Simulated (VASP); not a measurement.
These are LDA (Ceperley-Alder, Perdew-Zunger), VASP's LDA PAW potentials (set 64) (plane waves; VASP) values and carry that method's errors.

A VASP calculation is set up with these files.

**INCAR**
```
! general
SYSTEM   =  K2SnHgTe4
PREC     =  Accurate
ENCUT    =  300
LREAL    =  .False.
LASPH    =  .True.

! electronic loop
EDIFF    =  1E-6
NELM     =  100
ALGO     =  Normal
LMAXMIX  =  6

! smearing
ISMEAR   =  0
SIGMA    =  0.01

! ions
ISIF     =  2

! output
LWAVE    =  .False.
LCHARG   =  .False.
```

KPOINTS:
```
kpoints
0
gamma
 3 3 3
0 0 0
```

### POSCAR
```
K2SnHgTe4
1
   -4.3935300000     4.3935300000     3.7358400000
    4.3935300000    -4.3935300000     3.7358400000
    4.3935300000     4.3935300000    -3.7358400000
K Sn Hg Te
2 1 1 4
Direct
  0.5000000000   0.0000000000   0.5000000000
  0.0000000000   0.5000000000   0.5000000000
  0.0000000000   0.0000000000   0.0000000000
  0.5000000000   0.5000000000   0.0000000000
  0.5868100000   0.9375500000   0.0000000000
  0.0624500000   0.0624500000   0.6492600000
  0.9375500000   0.5868100000   0.0000000000
  0.4131900000   0.4131900000   0.3507400000
```

POTCAR, in this order: K_sv Sn_d Hg Te (LDA.64 set). Program: vasp_std.

The run wrote:

### OSZICAR
```
       N       E                     dE             d eps       ncg     rms          rms(c)
DAV:   1     0.418105298987E+03    0.41811E+03   -0.22127E+04   504   0.105E+03
DAV:   2     0.145847031270E+02   -0.40352E+03   -0.39564E+03   544   0.312E+02
DAV:   3    -0.253662944999E+02   -0.39951E+02   -0.38945E+02   624   0.105E+02
DAV:   4    -0.278928980792E+02   -0.25266E+01   -0.25200E+01   760   0.227E+01
DAV:   5    -0.279627904864E+02   -0.69892E-01   -0.69849E-01   776   0.317E+00    0.101E+01
DAV:   6    -0.272450336543E+02    0.71776E+00   -0.15243E+00   608   0.851E+00    0.790E+00
DAV:   7    -0.271735462069E+02    0.71487E-01   -0.64755E-01   624   0.296E+00    0.289E+00
DAV:   8    -0.271628984889E+02    0.10648E-01   -0.74300E-02   624   0.179E+00    0.870E-01
DAV:   9    -0.271625119029E+02    0.38659E-03   -0.91638E-03   608   0.688E-01    0.220E-01
DAV:  10    -0.271623009347E+02    0.21097E-03   -0.10871E-03   656   0.213E-01    0.105E-01
DAV:  11    -0.271623177744E+02   -0.16840E-04   -0.60772E-04   600   0.127E-01    0.468E-02
DAV:  12    -0.271623128352E+02    0.49393E-05   -0.75456E-05   528   0.415E-02    0.508E-02
DAV:  13    -0.271623108516E+02    0.19836E-05   -0.96869E-06   632   0.128E-02    0.224E-02
DAV:  14    -0.271623084648E+02    0.23868E-05   -0.10477E-05   480   0.198E-02    0.353E-03
DAV:  15    -0.271623085994E+02   -0.13466E-06   -0.15891E-06   416   0.570E-03
   1 F= -.27162309E+02 E0= -.27162309E+02  d E =-.250620E-59
```

File OUTCAR:
```
------------------------ aborting loop because EDIFF is reached ----------------------------------------
  FORCE on cell =-STRESS in cart. coord.  units (eV):
  Direction    XX          YY          ZZ          XY          YZ          ZX
  --------------------------------------------------------------------------------------
  Total       -5.1376247     -5.1376247     -5.8866405      0.0000000      0.0000000      0.0000000
  in kB      -28.5362897    -28.5362897    -32.6966039      0.0000000      0.0000000      0.0000000
  external PRESSURE =     -29.9230611 kB  Pullay stress =       0.0000000 kB
  volume of cell :      288.45
      direct lattice vectors                 reciprocal lattice vectors
    -4.393530000  4.393530000  3.735840000     0.000000000  0.113803707  0.133838708
     4.393530000 -4.393530000  3.735840000     0.113803707  0.000000000  0.133838708
     4.393530000  4.393530000 -3.735840000     0.113803707  0.113803707  0.000000000
 POSITION                                       TOTAL-FORCE (eV/Angst)
 -----------------------------------------------------------------------------------
      0.00000      4.39353      0.00000        -0.000000      0.000000     -0.000000
      4.39353      0.00000      0.00000        -0.000000      0.000000     -0.000000
      0.00000      0.00000      0.00000        -0.000000      0.000000     -0.000000
      0.00000      0.00000      3.73584        -0.000000      0.000000     -0.000000
      1.54099     -1.54099      5.69477        -0.208126      0.208126      0.014613
      2.85254      2.85254     -1.95893         0.208126      0.208126     -0.014613
     -1.54099      1.54099      5.69477         0.208126     -0.208126      0.014613
      1.54099      1.54099      1.77691        -0.208126     -0.208126     -0.014613
 -----------------------------------------------------------------------------------
    total drift:                               -0.000005     -0.000005     -0.000006
  FREE ENERGIE OF THE ION-ELECTRON SYSTEM (eV)
  ---------------------------------------------------
  free  energy   TOTEN  =       -27.1623085994 eV

  energy  without entropy=      -27.1623085994  energy(sigma->0) =      -27.16230860
```
(Selected blocks of OUTCAR.)

### OUTCAR
```
 val. band max:        2.4429320361   @ k =  -0.3333   0.3333   0.0000

 cond. band min:       3.4305427563   @ k =  -0.3333  -0.3333   0.3333


 Fermi energy:         2.5570150155

 k-point     1 :       0.0000    0.0000    0.0000
  band No.  band energies     occupation
      1     -27.1220      2.00000
      2     -27.0958      2.00000
      3     -18.8130      2.00000
      4     -18.8130      2.00000
      5     -18.8097      2.00000
      6     -18.7775      2.00000
      7     -18.7773      2.00000
      8     -11.0577      2.00000
      9     -10.8490      2.00000
     10     -10.8490      2.00000
     11     -10.8030      2.00000
     12     -10.8030      2.00000
     13     -10.7379      2.00000
     14      -8.6424      2.00000
     15      -7.6033      2.00000
     16      -7.3889      2.00000
     17      -7.3889      2.00000
     18      -4.0476      2.00000
     19      -3.5533      2.00000
     20      -3.5533      2.00000
     21      -3.4856      2.00000
     22      -3.4799      2.00000
     23      -3.3291      2.00000
     24      -1.2666      2.00000
     25      -0.9021      2.00000
     26      -0.4297      2.00000
     27      -0.4297      2.00000
     28       0.5444      2.00000
     29       0.5444      2.00000
     30       1.4027      2.00000
     31       2.1327      2.00000
     32       2.2589      2.00000
     33       2.3709      2.00000
     34       2.3709      2.00000
     35       3.7706      0.00000
     36       4.8465      0.00000
     37       5.8098      0.00000
     38       6.1148      0.00000
     39       6.4209      0.00000
     40       6.4209      0.00000

 k-point     2 :       0.3333    0.0000   -0.0000
  band No.  band energies     occupation
      1     -27.1155      2.00000
      2     -27.1023      2.00000
      3     -18.8129      2.00000
      4     -18.8129      2.00000
      5     -18.8096      2.00000
      6     -18.7774      2.00000
      7     -18.7771      2.00000
      8     -10.9822      2.00000
...
```

At this cut-off the stress carries a Pulay error, which pulls relaxed volumes low. Unless said otherwise, spin-orbit coupling is left out, though it shifts the bands of the heavy elements here.

The structure comes from a computed database's K2SnHgTe4 entry; how it stands against other phases isn't given here. The cell was not relaxed at this level.
